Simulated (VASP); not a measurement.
Given:

```
CELL_PARAMETERS angstrom
      0.00000     3.04778     3.04778
      3.04778     0.00000     3.04778
      3.04778     3.04778     0.00000
ATOMIC_POSITIONS crystal
  Li 0.25000 0.25000 0.25000
  Li 0.75000 0.75000 0.75000
  Se 0.00000 0.00000 0.00000
```

Calculation: r2SCAN meta-GGA, VASP's PBE PAW potentials (set 64) (plane waves; VASP). Run with 520 eV cut-off, 8×8×8 Γ-centred mesh, Gaussian smearing of 0.050 eV, potentials Li_sv Se.

Q: Give the stress tensor in GPa (positive for a compressed cell).

A: 
```
-1.81   0.00   0.00
 0.00  -1.81   0.00
 0.00   0.00  -1.81
```
The pressure is its mean diagonal, -1.81 GPa.

The compound is Li2Se in the antifluorite structure. This cell is one point of a volume scan, at 1.06 of the reference volume.
